**Question for this page: how far does the gap of difluoromethane open when exact exchange is allowed to act at long range?**

HSE06 and PBE0 both replace a quarter of the PBE exchange by exact exchange, the kind computed from the orbitals themselves. HSE06 does so only at short range, while PBE0 does so at every distance. The PBE0 gap is to be forecast from the other rows and an estimate of the long-range part.

Kohn–Sham and hybrid DFT calculations with VASP for one CH₂F₂ molecule in a periodic box of 12 × 11 × 11 Å, at fixed geometry and without spin polarization. All runs use the Γ point only and Gaussian smearing of 0.01 eV. The basis column gives the plane-wave cutoff, and the gap is taken between the highest filled and lowest empty orbitals at Γ.

```
     method    rung                            potentials   basis  gap (eV)
        LDA     LDA  VASP PAW LDA potentials, recommended  520 eV     7.679
BLYP-D3(BJ)     GGA  VASP PAW PBE potentials, recommended  520 eV     7.588
        PBE     GGA  VASP PAW PBE potentials, recommended  520 eV     7.561
     PBE-TS     GGA  VASP PAW PBE potentials, recommended  520 eV     7.561
RPBE-D3(BJ)     GGA         VASP PAW PBE potentials, hard  900 eV     7.450
      HSE06  hybrid         VASP PAW PBE potentials, hard  900 eV     9.125
       PBE0  hybrid         VASP PAW PBE potentials, soft  400 eV         ?
```

The cell holds a single CH₂F₂ molecule in a box 11 to 12 Å wide, so this is not a crystal in the usual sense. The column "gap" is the distance from the highest filled orbital to the lowest empty one. It is neither the energy of an absorbed photon nor the cost of removing an electron. The nuclei sit at the same positions in every row, so the differences come from the electronic treatment alone.

**What the known rows say**

The LDA and GGA rows are semilocal: their exchange at a point depends on the electron density there and, for a GGA, on its gradient. These five gaps span only 0.23 eV. Adding the TS dispersion term to PBE leaves the gap as it was, because in this run the term changes the energy and the forces but not the orbitals.

HSE06 lies 1.56 eV above PBE, almost seven times the whole semilocal spread. It also uses harder potentials and a higher cutoff than PBE, but so does the RPBE-D3(BJ) row, which ends up 0.11 eV below PBE. The large step therefore belongs to exact exchange and not to the finer settings.

The orbital energies of the same calculations show where the step comes from. From PBE to HSE06 the highest filled level falls by 1.40 eV, while the lowest empty level rises by only 0.17 eV. This split assumes that the energy zero of the box stays nearly fixed between the two runs; the gap itself needs no such assumption.

**Why the filled level falls**

The hydrogen atom shows the reason in its simplest form. Its one electron should not repel itself, and exact exchange cancels that self-repulsion completely, whereas semilocal exchange cancels it imperfectly and leaves the filled level too high. An empty orbital holds no electron and has no self-repulsion to cancel. The analogy covers only this point, since CH₂F₂ also has exchange between different electrons of the same spin.

**Estimate of the long-range part**

HSE06 splits the repulsion between two electrons at distance $r$ into a short-range and a long-range part. The long-range part is $e^2\,\mathrm{erf}(\omega r)/r$, where $e^2$ is 14.4 eV Å and $\omega$ is 0.2 per Å. The long-range part changes little over distances well below $1/\omega$, or 5 Å, and the bonds of the molecule are much shorter than that. Within the molecule it is therefore nearly constant, and its value is

$$c=\frac{2\omega e^2}{\sqrt{\pi}}=\frac{2\times0.2\times14.4}{1.77}\ \mathrm{eV}\approx3.25\ \mathrm{eV}.$$

A constant interaction makes exact exchange simple. A filled orbital is lowered by $c$ through its exchange with itself. Exchange between two different orbitals vanishes, because they are orthogonal and a constant cannot couple them. An empty orbital is therefore not lowered at all.

Semilocal exchange treats the two kinds of orbital alike. Each electron is surrounded by an exchange hole, a region from which exactly one electron of the same spin is absent. With a constant interaction this hole gives an energy of $-c/2$ per electron, and hence a potential of $-c/2$ wherever the density is high. A filled orbital is then lowered by too little, and an empty orbital in the same region is lowered when it should not be.

PBE0 replaces a quarter of this long-range semilocal exchange. The filled level should fall by a quarter of $c/2$, which is 0.41 eV. An empty orbital lying inside the molecule should rise by the same amount, so that the gap opens by 0.81 eV. An empty orbital lying mostly outside, where there is little density and little semilocal exchange to remove, should hardly move, and the gap then opens by only 0.41 eV.

**Forecast**

The weak response of the empty level to HSE06 suggests a diffuse orbital that only partly overlaps the molecule. No picture of the orbital is at hand to settle this, so I take the midpoint of the two limits, 0.61 eV. Added to the HSE06 gap, it gives a PBE0 gap of **9.73 eV**.

Half the distance between the limits is 0.20 eV. The PBE0 row also uses soft potentials and a low cutoff, for which I allow 0.11 eV, the difference between the RPBE-D3(BJ) and PBE gaps. That difference mixes functional and settings, so it is only a stand-in for the effect of the settings. Combined as the root of the sum of squares, the two give an error bar of **0.23 eV**.

The forecast range is thus 9.50 to 9.97 eV. In words, PBE0 should lie above HSE06, but by much less than HSE06 lies above PBE. The error bar is a judgement about the physics and the settings, not a statistical interval.

**Result**

The withheld rows as computed:

```
method    rung                     potentials   basis  gap (eV)
  PBE0  hybrid  VASP PAW PBE potentials, soft  400 eV     9.690
```

The computed gap is 9.69 eV, inside the range, and the forecast is too high by 0.04 eV. This miss is smaller than the allowance for potentials and cutoff, so I give it no cause. The closeness should not be read as the accuracy of the model either, because the midpoint was a choice between two limits that lie 0.41 eV apart.

The firmer finding is the size of the step. PBE0 opens the gap by 0.57 eV beyond HSE06, although both use the same fraction of exact exchange. Unless the settings or the periodic box, discussed below, cause most of this step, the fraction alone does not fix the gap, and the distance over which exact exchange acts matters as well. The step is about five times the allowance made for the settings, but that allowance is only a stand-in. At the same nuclear positions the force on the carbon atom is about 1.7 eV/Å in the PBE0 run and 0.1 eV/Å in the HSE06 run. Two such similar functionals should nearly agree here, so the soft potentials probably have a noticeable effect, and their effect on the gap has not been measured.

The step also lies between the two limits. Taking the empty orbital as wholly outside the molecule would have put the gap 0.16 eV too low, and taking it as wholly inside would have put it 0.25 eV too high. The orbital energies of the two runs, which the forecast did not use for PBE0, show the share of each level. The filled level falls by 0.45 eV, close to the 0.41 eV of the model. The empty level rises by 0.11 eV, about half of the 0.20 eV that the midpoint implies, which fits an orbital lying more outside the molecule than inside. The forecast thus took too small a shift for one level and too large a shift for the other, and the two errors partly cancel in the gap. As before, this split assumes a nearly fixed energy zero, and each shift also contains the unknown effect of the soft potentials.

One further uncertainty belongs to PBE0 alone. Its exchange reaches across the box to the repeated copies of the molecule and needs a correction for them, while that of HSE06 fades within several ångströms. A calculation in a larger box would show whether any of the step comes from this source; I have not tested it.

**What carries over**

From PBE to PBE0 the gap opens by 2.13 eV in all, and roughly three quarters of this is already present in HSE06. That is reasonable for a small molecule, in which exchange acts mostly between points much closer together than 5 Å, where the short-range part of the repulsion is the larger one. The long-range part adds a smaller shift, whose size, in the model used here, follows mainly from $\omega$ and from where the empty orbital lies.

Formaldehyde would make a useful neighbouring case. Its lowest empty orbital is the antibonding partner of the C=O double bond and lies within the molecule. By the same argument, its step from HSE06 to PBE0 should come closer to the upper limit than the step found here.

For practical use, an orbital gap of this molecule should be quoted together with its functional and its box size, since a diffuse empty level can shift with the box in any of these rows. Changing the semilocal functional, with the settings used here, moves it by a few tenths of an eV at most. Going from HSE06 to PBE0, as run here, moves it by more than half an eV, and going from PBE to HSE06 moves it by more than one and a half. PBE0 still keeps three quarters of the semilocal exchange, so even its filled level is expected to lie above minus the ionization energy, and none of these gaps should stand in for a measured one.
